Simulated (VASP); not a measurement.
The input files of a VASP run:

**POSCAR**
```
Se
1
    2.2287000000    -3.8602220000     0.0000000000
    2.2287000000     3.8602220000     0.0000000000
    0.0000000000     0.0000000000     5.0490000000
Se
3
Direct
  0.0000000000   0.2250000000   0.6666670000
  0.7750000000   0.7750000000   0.0000000000
  0.2250000000   0.0000000000   0.3333330000
```

INCAR:
```
SYSTEM = Se
PREC = Accurate
ENCUT = 400
EDIFF = 1E-6
NELM = 100
ALGO = Normal
LREAL = .FALSE.
LASPH = .TRUE.
ISMEAR = 1
SIGMA = 0.2
GGA = PE
LMAXMIX = 4
LWAVE = .FALSE.
LCHARG = .FALSE.
ISIF = 2
```

KPOINTS:
```
Automatic mesh
0
Gamma
5 5 4
0 0 0
```

POTCAR, in this order: Se (PBE.64 set). Program: vasp_std.

Task: One choice in this input is risky. Which, and does it do harm here?

Result: The risk: Methfessel-Paxton smearing was used on a material with a gap. Here it does no harm: the run (PBE GGA, plane waves, VASP's PBE PAW potentials (set 64)) converges to the same energy and pressure as with the safe setting.
OSZICAR:
```
       N       E                     dE             d eps       ncg     rms          rms(c)
DAV:   1     0.785431715123E+02    0.78543E+02   -0.63747E+03   442   0.931E+02
DAV:   2    -0.494117413885E+01   -0.83484E+02   -0.79592E+02   562   0.163E+02
DAV:   3    -0.105312485146E+02   -0.55901E+01   -0.55515E+01   517   0.495E+01
DAV:   4    -0.105869395225E+02   -0.55691E-01   -0.55620E-01   497   0.578E+00
DAV:   5    -0.105874549113E+02   -0.51539E-03   -0.51536E-03   557   0.555E-01    0.638E+00
DAV:   6    -0.105259514492E+02    0.61503E-01   -0.40366E-02   467   0.146E+00    0.394E+00
DAV:   7    -0.105054162930E+02    0.20535E-01   -0.79011E-02   487   0.204E+00    0.195E-01
DAV:   8    -0.105048210423E+02    0.59525E-03   -0.99235E-03   467   0.702E-01    0.983E-02
DAV:   9    -0.105049566806E+02   -0.13564E-03   -0.31422E-04   557   0.137E-01    0.288E-02
DAV:  10    -0.105049899415E+02   -0.33261E-04   -0.58939E-05   492   0.587E-02    0.840E-03
DAV:  11    -0.105049933732E+02   -0.34317E-05   -0.10431E-05   512   0.218E-02    0.369E-03
DAV:  12    -0.105049930991E+02    0.27406E-06   -0.20824E-06   336   0.106E-02
   1 F= -.10504993E+02 E0= -.10505417E+02  d E =0.127096E-02
```

The compound is Se in the trig structure. The cell was not relaxed at this level.
